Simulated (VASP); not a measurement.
Energy against volume of BP (zinc blende). These are PBEsol GGA, VASP's PBE PAW potentials (set 64) (plane waves; VASP) values and carry that method's errors. Settings: 520 eV cut-off, 10×10×10 Γ-centred mesh, Gaussian smearing of 0.050 eV, potentials B P.

```
V (Å³/atom)  E (eV/atom)
-----------  -----------
11.205          -6.83089
11.552          -6.83682
11.898          -6.83174
12.245          -6.81714
```

### Question
Fit these four points and predict the energy of the run at 10.858 Å³/atom.

### Answer
A cubic in V^(−2/3), the third-order Birch-Murnaghan form, passes through the four points with V0 = 11.56 Å³/atom and B0 = 169 GPa, and gives -6.8122 eV/atom there. The run gave -6.8123 eV/atom, -0.1 meV/atom from the fit; all five points give B0 = 169 GPa.

The compound is BP in the zinc blende structure. It was relaxed first.
